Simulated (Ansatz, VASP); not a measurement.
**Cross-check of Zn (Zinc) between VASP and Ansatz**

Aim: how closely do two programs agree when they are given the same cell, functional and k mesh? The cell is taken from a series of runs on this material, whose earlier steps may have relaxed, scaled, displaced or heated it; both programs get it as it stands.

Main program and level: Ansatz 0.2.0; plane waves, with VASP 6.6.1 beside it; relaxation of cell and atoms at PBE.

### Step 1. The starting structure

Symmetry: P6_3/mmc, No. 194, hexagonal system. Conventional cell: a = 2.620 Å, b = 2.620 Å, c = 5.210 Å, α = 90.00°, β = 90.00°, γ = 120.00°. Nearest to Zn lie 6 Zn at 2.62 Å.

### Step 2. VASP: relaxation of cell and atoms, PBE

The relaxed volume is the usual yardstick between codes: in a stiff, nearly cubic crystal its relative difference is about their pressure difference at one cell divided by the bulk modulus.

Lines of VASP's logs that name or quote its potential files are left out, and so is its time.

INCAR reads:

```
SYSTEM = Zn
PREC = Accurate
ENCUT = 500
EDIFF = 1E-07
NELM = 120
ISMEAR = 1
SIGMA = 0.2
LREAL = .FALSE.
ALGO = Normal
GGA = PE
NBANDS = 18
LORBIT = 11
LWAVE = .FALSE.
LCHARG = .FALSE.
ISIF = 3
IBRION = 2
NSW = 80
EDIFFG = -0.005
LASPH = .TRUE.
GGA_COMPAT = .FALSE.
NELMIN = 4
```

POSCAR reads:

```
Zn
1.0
    2.6198650000      0.0000000000      0.0000000000
   -1.3099320000      2.2688700000      0.0000000000
    0.0000000000      0.0000000000      5.2103360000
Zn
2
Direct
    0.3333330789      0.6666665395      0.2500000000
    0.6666664123      0.3333332061      0.7500000000
```

KPOINTS reads:

```
Automatic mesh
0
Gamma
12 12 6
0 0 0
```

PAW data sets: Zn (PBE family, release 64).

On the command line:

```
$ mpirun -np 1 vasp_std
```

Numbers of over 12 decimals in the logs are rounded to 6 here.

The log of the run:

```text
[banner, memory and clock lines left out]
running    1 mpi-ranks, on    1 nodes
 distrk:  each k-point on    1 cores,    1 groups
 distr:  one band on    1 cores,    1 groups

 POSCAR found type information on POSCAR Zn
 POSCAR found :  1 types and       2 ions
 LDA part: xc-table for (Slater+PW92), standard interpolation
 POSCAR, INCAR and KPOINTS ok, starting setup
 FFT: planning ... GRIDC
 FFT: planning ... GRID_SOFT
 FFT: planning ... GRID
 WAVECAR not read
 entering main loop
       N       E                     dE             d eps       ncg     rms          rms(c)
DAV:   1     0.105746917502E+03    0.10575E+03   -0.12277E+04  2824   0.202E+03
DAV:   2     0.161437324116E+01   -0.10413E+03   -0.10104E+03  2750   0.289E+02
DAV:   3    -0.241540528268E+01   -0.40298E+01   -0.40170E+01  3152   0.657E+01
DAV:   4    -0.243638772568E+01   -0.20982E-01   -0.20978E-01  3070   0.488E+00
DAV:   5    -0.243641650585E+01   -0.28780E-04   -0.28780E-04  3026   0.159E-01    0.393E+00
DAV:   6    -0.224143669099E+01    0.19498E+00   -0.84859E-01  2936   0.195E+01    0.291E+00
DAV:   7    -0.223267756212E+01    0.87591E-02   -0.28028E-02  3456   0.286E+00    0.151E+00
DAV:   8    -0.222835355481E+01    0.43240E-02   -0.21085E-03  3474   0.701E-01    0.498E-02
DAV:   9    -0.222837211859E+01   -0.18564E-04   -0.30264E-04  3616   0.228E-01    0.347E-02
DAV:  10    -0.222837553229E+01   -0.34137E-05   -0.27156E-05  2876   0.661E-02    0.292E-03
DAV:  11    -0.222837539995E+01    0.13234E-06   -0.13654E-07  2564   0.340E-03    0.204E-03
DAV:  12    -0.222837505075E+01    0.34920E-06   -0.29435E-08  1602   0.340E-03    0.190E-04
DAV:  13    -0.222837504879E+01    0.19668E-08   -0.89267E-09  1518   0.924E-04
   1 F= -.22283750E+01 E0= -.22277215E+01  d E =-.222838E+01
 curvature:   0.00 expect dE= 0.000E+00 dE for cont linesearch  0.000E+00
 trial: gam= 0.00000 g(F)=  0.500E-43 g(S)=  0.377E-03 ort = 0.000E+00 (trialstep = 0.100E+01)
 search vector abs. value=  0.377E-03
 bond charge predicted
       N       E                     dE             d eps       ncg     rms          rms(c)
DAV:   1    -0.223574948043E+01   -0.73744E-02   -0.79297E-02  2944   0.500E+00    0.608E-01
DAV:   2    -0.222951549807E+01    0.62340E-02   -0.22405E-02  2952   0.307E+00    0.212E-01
DAV:   3    -0.222880540221E+01    0.71010E-03   -0.42364E-04  3098   0.308E-01    0.116E-01
DAV:   4    -0.222851580303E+01    0.28960E-03   -0.12740E-04  3452   0.178E-01    0.830E-03
DAV:   5    -0.222851823083E+01   -0.24278E-05   -0.18239E-05  2860   0.422E-02    0.218E-03
DAV:   6    -0.222851873286E+01   -0.50203E-06   -0.36785E-07  2774   0.603E-03    0.620E-04
DAV:   7    -0.222851881533E+01   -0.82474E-07   -0.65144E-09  1462   0.859E-04
   2 F= -.22285188E+01 E0= -.22278572E+01  d E =-.143767E-03
 trial-energy change:   -0.000144  1 .order   -0.000152   -0.000377    0.000073
 step:   0.8214(harm=  0.8369)  dis= 0.00000  next Energy=    -2.228525 (dE=-0.150E-03)
 bond charge predicted
       N       E                     dE             d eps       ncg     rms          rms(c)
DAV:   1    -0.222875525428E+01   -0.23652E-03   -0.25178E-03  2944   0.887E-01    0.109E-01
DAV:   2    -0.222855893991E+01    0.19631E-03   -0.72787E-04  2956   0.556E-01    0.377E-02
DAV:   3    -0.222853665072E+01    0.22289E-04   -0.14908E-05  3192   0.597E-02    0.207E-02
DAV:   4    -0.222852586268E+01    0.10788E-04   -0.40434E-06  3424   0.320E-02    0.152E-03
DAV:   5    -0.222852572860E+01    0.13408E-06   -0.57671E-07  2806   0.750E-03    0.458E-04
DAV:   6    -0.222852563486E+01    0.93738E-07   -0.12621E-08  1428   0.107E-03
   3 F= -.22285256E+01 E0= -.22278648E+01  d E =-.150586E-03
 curvature:  -0.41 expect dE=-0.608E-06 dE for cont linesearch -0.105E-06
 trial: gam=-0.02198 g(F)=  0.135E-42 g(S)=  0.147E-05 ort = 0.975E-05 (trialstep = 0.964E+00)
 search vector abs. value=  0.122E-05
 reached required accuracy - stopping structural energy minimisation
```

OUTCAR, selected parts (step 2):

```text
ion  position               nearest neighbor table
   1  0.333  0.667  0.250-   2 3.01   2 3.01   2 3.01   2 3.01   2 3.01   2 3.01
   2  0.667  0.333  0.750-   1 3.01   1 3.01   1 3.01   1 3.01   1 3.01   1 3.01

  LATTYP: Found a hexagonal cell.
 ALAT       =     2.6198650000
 C/A-ratio  =     1.9887803379

 Subroutine GETGRP returns: Found 24 space group operations
 (whereof 12 operations were pure point group operations)

The static configuration has the point symmetry D_3d.
 The point group associated with its full space group is D_6h.

 Found     76 irreducible k-points:

   k-points           NKPTS =     76   k-points in BZ     NKDIM =     76   number of bands    NBANDS=     18

   dimension x,y,z NGX =    20 NGY =   20 NGZ =   40
   dimension x,y,z NGXF=    40 NGYF=   40 NGZF=   80

   ENCUT  =  500.0 eV  36.75 Ry    6.06 a.u.   4.78  4.78  9.50*2*pi/ulx,y,z

   NELECT =      24.0000    total number of electrons

 k-points in reciprocal lattice and weights: Automatic mesh
   0.00000000  0.00000000  0.00000000       0.001
   0.08333333  0.00000000  0.00000000       0.007
   0.16666667  0.00000000  0.00000000       0.007
   0.25000000  0.00000000  0.00000000       0.007
   0.33333333  0.00000000  0.00000000       0.007
   0.41666667  0.00000000  0.00000000       0.007
   0.50000000  0.00000000  0.00000000       0.003
   0.08333333  0.08333333  0.00000000       0.007
   0.16666667  0.08333333  0.00000000       0.014
[...]
0.33333333  0.25000000  0.50000000       0.014
   0.33333333  0.33333333  0.50000000       0.002

 average (electrostatic) potential at core
       1 -37.0569       2 -37.0569

 E-fermi :   2.8084

 k-point     1 :       0.0000    0.0000    0.0000
  band No.  band energies     occupation
    ...
      9      -4.2771      2.00000
     10      -4.1364      2.00000
     11      -4.1364      2.00000
     12      -0.8314      2.00000
     13      -0.8287      2.00000
     14      14.2595      0.00000
     15      18.1555      0.00000
     16      21.4956      0.00000
     17      21.4956      0.00000
     18      22.8881      0.00000

 k-point     2 :       0.0833    0.0000    0.0000
  band No.  band energies     occupation
    ...
      9      -4.2940      2.00000
     10      -4.2468      2.00000
     11      -4.1372      2.00000
     12      -0.7220      2.00000
     13      -0.5031      2.00000
     14      14.4984      0.00000
     15      17.9871      0.00000
     16      18.5196      0.00000
     17      19.8353      0.00000
     18      21.4693      0.00000

 k-point     3 :       0.1667    0.0000    0.0000
  band No.  band energies     occupation
    ...
      9      -4.3892      2.00000
     10      -4.3372      2.00000
     11      -4.1426      2.00000
     12      -0.3633      2.00000
     13       0.3715      2.00000
     14      14.1790      0.00000
     15      15.1654      0.00000
     16      17.8619      0.00000
     17      18.0446      0.00000
     18      19.5940      0.00000

  Total        0.0024450      0.0024450     -0.0069889      0.0000000      0.0000000      0.0000000
  in kB        0.1260327      0.1260327     -0.3602565      0.0000000      0.0000000      0.0000000
  external PRESSURE =      -0.0360637 kB  Pullay stress =       0.0000000 kB

  energy-cutoff  :      500.00
  volume of cell :       31.08
      direct lattice vectors                 reciprocal lattice vectors
     2.624450556  0.000000001  0.000000000     0.381032135  0.219988887 -0.000000000
    -1.312224776  2.272841209  0.000000000    -0.000000000  0.439977943 -0.000000000
     0.000000000  0.000000000  5.210745674     0.000000000 -0.000000000  0.191911113

 POSITION                                       TOTAL-FORCE (eV/Angst)
 -----------------------------------------------------------------------------------
     -0.00000      1.51523      1.30269         0.000000      0.000000      0.000000
      1.31222      0.75761      3.90806        -0.000000     -0.000000      0.000000
 -----------------------------------------------------------------------------------
    total drift:                                0.000104      0.000060      0.000000

  FREE ENERGIE OF THE ION-ELECTRON SYSTEM (eV)
  ---------------------------------------------------
  free  energy   TOTEN  =        -2.2285256349 eV

  energy  without entropy=       -2.2265430339  energy(sigma->0) =       -2.22786477

 reached required accuracy - stopping structural energy minimisation

 total charge
# of ion       s       p       d       tot
------------------------------------------
    1        0.601   0.445   9.719  10.765
    2        0.601   0.445   9.719  10.765
--------------------------------------------------
tot          1.203   0.889  19.438  21.530

[... 3 further parts left out ...]
```

CONTCAR:

```
Zn
   1.00000000000000
     2.6244505560826332    0.0000000010105377    0.0000000000000000
    -1.3122247762910140    2.2728412094195427    0.0000000000000000
     0.0000000000000000    0.0000000000000000    5.2107456743147980
  Zn
     2
Direct
     0.3333330788999973    0.6666665394999995    0.2500000000000000
     0.6666664123000032    0.3333332061000007    0.7500000000000000
```

The run keeps the 24 symmetry operations of its start, so it cannot find a distortion of lower symmetry.

### Step 3. Ansatz: relaxation of cell and atoms, PBE

Ansatz runs on its PAW soft_1 files.

The same cell, functional, mesh and smearing now go to Ansatz, which takes its cutoff from its data sets.

input.yaml reads:

```yaml
crystal:
  lattice:
    - [2.6198648994, 0.0, 0.0]
    - [-1.3099324497, 2.2688695574, 0.0]
    - [0.0, 0.0, 5.2103359837]
  atoms:
    - { symbol: Zn, position: [0.3333333333, 0.6666666667, 0.25] }
    - { symbol: Zn, position: [0.6666666667, 0.3333333333, 0.75] }
kpoints:
  mp_grid: { grid: [12, 12, 6] }
hamiltonian:
  xc: pbe
  pseudopotentials: { kind: paw, azcp: { folder: soft_1 } }
scf:
  occupations: { method: methfessel_paxton, width: 0.2 }
output:
  forces: true
  stress: true
  eigenvalues: true
relax:
  adjacent_minimum: "off"
  f_tol: 0.001
  max_steps: 60
  cell: { stress_tol: 0.01 }
```

On the command line:

```
$ ansatz run input.yaml --threads 16 --pin off --max-ram 92160MiB --backend cuda --events-out ev --progress --plain --runs-dir out --max-vram 78GiB
```

The log of the run:

```text
Engine: ansatz 0.2.0, aarch64-unknown-linux-gnu
Pseudopotentials: kind: paw
Pseudopotential: Zn, paw, valence charge 12, recommended cutoff 420 eV (normal), soft_1/Zn.paw.azcp
Functional definition: PBE
  parameter kappa = 0.804
  parameter beta = 0.066725
  exchange = pbe_x(kappa = kappa, mu = beta*pi^2/3)
  correlation = pbe_c(beta = beta)
[...]
Crystal: 2 atoms, lattice volume = 30.971 Å³
Basis set: ecut = 420 eV, 623 PW (Γ), exchange–correlation on 36×36×72 points (8 copies of the dense FFT grid, shifted against one another)
Bands: 16, of which v1, the nominal top of the filled ones, is band 12 counted from 1 (11 counted from 0)
Symmetry: 24 space group operations
Space group: P63/mmc (ITA 194), of the structure as read, at distance tolerance 3.1e-5 Å
k-points: 76 of 864
Non-local potential: Zn, projectors of the file, l = 0: 2, l = 1: 2, l = 2: 3, l = 3: 1
PAW form: soft (Blöchl's): semilocal exchange-correlation on the pseudo side does not see the compensation charge
PAW one-centre angular grid: Zn, 590 points (default); XC on 64 Gauss nodes
Initial density: superposition of atomic densities (chi_scale 0.1, normalization cell)
Initial wavefunctions: pseudopotential atomic-orbital guess
[...]
Functional: x = pbe(κ = 0.804, μ = 0.219515), c = pbe(β = 0.066725)
SCF iter   1: F=—  HF=-6638.284789 eV  |F-HF|=—  |Δ(HF+E_count)|=         —  Δρ=5.55e-2  dr2=7.57e-1  ethr=3.10e-3  ⟨swp⟩=5.6  Hψ=6919  notcnv=0
preconditioner: auto → none  [insulator: Δε(μ)=0.414 eV  Ē_g=12.401 eV  σ=0.200 eV  W_gap=0.71  n_scr=4 (ndim 8)  ℏωp=32.7 eV  f_vac=0.000  D(μ)=0.51/eV (n_scr^D=2)  ε∞_Penn≈7.9]
SCF iter   2: F=—  HF=-6638.160707 eV  |F-HF|=—  |Δ(HF+E_count)|=   1.24e-1  S|Δr|=    0.00e0  Δρ=4.01e-2  dr2=1.81e-1  ethr=3.10e-3  ⟨swp⟩=2.0  Hψ=3020  notcnv=0
[...]
SCF iter   7: F=-6638.077602 eV  HF=-6638.077602 eV  |F-HF|=1.47e-10  |Δ(HF+E_count)|=   5.80e-8  S|Δr|=    0.00e0  Δρ=9.08e-7  dr2=1.02e-10  ethr=4.17e-10  ⟨swp⟩=5.7  Hψ=6957  notcnv=0
SCF 1 converged in 7 iterations: F = -6638.077602 eV  dr2 = 1.02e-10
  greatest PAW one-centre occupation: 0.982 electrons in one spin orbital (limit 2), on the Zn atom at site 1 (counted from 0), in its partial waves of l = 2
relax step   1: F+E_penalty+E_count = -6638.07760223 eV  Δ(F+E_penalty+E_count) = +0.000e0 eV  max|allowed force component| = 2.220e-16 eV/Å  Δτ_max = 0.0000 Å  P = -0.007 GPa  Ω = 30.971 Å³  (7 SCF iters, dr2 threshold 1.00e-7 eV, accepted)
[...]
relax step   2: F+E_penalty+E_count = -6638.07762509 eV  Δ(F+E_penalty+E_count) = -2.287e-5 eV  max|allowed force component| = 7.401e-17 eV/Å  Δτ_max = 0.0000 Å  P = +0.013 GPa  Ω = 30.952 Å³  energy of the carried Pulay correction = +1.493e-5 eV  (4 SCF iters, dr2 threshold 1.89e-8 eV, accepted)
[...]
relax step   3: F+E_penalty+E_count = -6638.07762307 eV  Δ(F+E_penalty+E_count) = +2.019e-6 eV  max|allowed force component| = 4.626e-18 eV/Å  Δτ_max = 0.0000 Å  P = +0.004 GPa  Ω = 30.954 Å³  energy of the carried Pulay correction = +1.260e-5 eV  (4 SCF iters, dr2 threshold 1.02e-9 eV, accepted)
[...]
relax step   4: F+E_penalty+E_count = -6638.07760681 eV  Δ(F+E_penalty+E_count) = +1.627e-5 eV  max|allowed force component| = 2.776e-17 eV/Å  Δτ_max = 0.0000 Å  P = +0.004 GPa  Ω = 30.954 Å³  stress off target by 5.50e-3 GPa  SCF on the basis re-selected at this cell (its energy is not comparable with the rows above)  (5 SCF iters)
basis re-selected at this cell: Δ(F+E_penalty+E_count) = +1.627e-5 eV, ΔP = +0.000 GPa vs the last step (what re-selecting the basis moved, of the pressure what is left beyond the Pulay correction that the steps carried, after the strain that the cell walked since its last selection, with what the two solves' SCF thresholds leave and, on support functions, any second-order correction that the steps lacked; it is no m [...]
SCF converged after 5 iterations
Stability not checked: this state was not tested for a lower state beside it, because cold or Methfessel-Paxton smearing, or corrected tetrahedra, fill the levels in a way that the test cannot read (fill_not_monotonic; see scf.lower_state_search)
Free energy (F): -6638.077607 eV
Harris-Foulkes:  -6638.077607 eV  (|F-HF|=2.73e-12)
Internal energy: -6638.075627 eV  (E = F + TS)
E sigma→0 (E₀):  -6638.077112 eV
Entropy (-TS):   -0.001980 eV (-0.990 meV/atom)
Fermi energy:    10.577066 eV
--- Per-component energies (eV) ---
  E_band       = 89.974206
  E_kinetic    = 294.465547
  E_local      = -3558.539570  (includes V_loc(G=0)·N_el)
  E_nonlocal   = 1633.614693
  E_hartree    = 1328.303344
  E_xc         = -157.227822
  E_vxc        = -102.556227  (∫ρ·V_xc dr)
  E_paw        = -3791.481843  (= ΣΔE_a)
  E_vpaw       = -833.616368  (= ΣTr[D̂ρ^β])
  E_aug_tail   = -0.000553  (compensation charges beyond the density's cutoff)
  E_ewald      = -2387.209423
  E_smearing   = -0.001980  (= −TS)
  E_closure    = -0.000000  (closes the sum)
  Σ components = -6638.077607   (vs F -6638.077607, Δ=0.00e0)
--- Forces (eV/Å), atoms counted from 1 ---
  atom   1  Zn     0.00000000     0.00000000     0.00000000
  atom   2  Zn    -0.00000000    -0.00000000     0.00000000
  max |Σ_I F_I| component: 1.85e-17 eV/Å
--- Stress (GPa, compression-positive) ---
        0.005498       0.000000       0.000000
       -0.000000       0.005498       0.000000
        0.000000       0.000000       0.001705
  P = ⅓ Tr σ = 0.0042 GPa (0.042 kbar)
--- Band table (eV; the first three rows and the last of 76) ---
  k-point 0: bands = [... 8 lower, 3.5210, 3.6627, 3.6627, 6.9169, 6.9522, 21.9774, 25.8349, 29.2630]
  k-point 1: bands = [... 8 lower, 3.5326, 3.6550, 3.6550, 5.1988, 9.0119, 19.9439, 28.0748, 29.4096]
  k-point 2: bands = [... 8 lower, 3.5623, 3.6327, 3.6327, 3.8845, 11.3930, 16.9401, 29.8254, 29.8254]
  k-point 75: bands = [... 8 lower, 3.6190, 3.6190, 12.0152, 12.0152, 12.7080, 12.7080, 13.2063, 13.2063]
--- Relaxed structure (3 steps of the walk, 3 accepted, 1 SCFs on fresh bases) ---
  F+E_penalty+E_count = -6638.07760681 eV   max|allowed force component| = 2.776e-17 eV/Å   (the final SCF, on the basis selected at the relaxed cell)
  cell:  # Å, volume = 30.9542 Å³
    - [2.620277, 0.0, 0.0]
    - [-1.310139, 2.269227, 0.0]
    - [0.0, 0.0, 5.205881]
  atoms:
    - { symbol: Zn, position: [0.333333, 0.666667, 0.25] }
    - { symbol: Zn, position: [0.666667, 0.333333, 0.750000] }
```

### Step 4. Side by side

Known differences besides the potentials themselves: the cutoff is 420 eV in Ansatz and 500 eV in VASP; Ansatz adds a Pulay correction to the stress that steers its cell, VASP none. Total energies have different zeros and are not compared.

Compared:

```csv
quantity,Ansatz,VASP,difference
volume (Å³),30.95,31.08,-0.41 %
"edge a after relaxation, in the typed setting (Å)",2.620,2.624,-0.16 %
"edge c after relaxation, in the typed setting (Å)",5.206,5.211,-0.09 %
```

### Step 5. Summary of results

| Item | Value |
| --- | --- |
| difference in volume (relaxation of cell and atoms, PBE) | -0.41 % |

In words: The difference in volume is -0.41 % (relaxation of cell and atoms, PBE), within the 1.2 % picked in this series as the mark of a large difference, as far as the stopping tolerances let one tell. How closely two codes agree says nothing of how well the functional describes the real material.

[Lines on the potential files, build, host, timing and source positions are cut from VASP's logs without a mark.]

[Logs are printed without paths, hosts, clocks, repeated set-up lines and the standing remarks that a program may print on its own settings, such as how far it seeks lower states.]

[Hosts, paths, dates, database ids (printed as entryN), source tags and the programs' standing remarks are cut or masked in the printed files.]
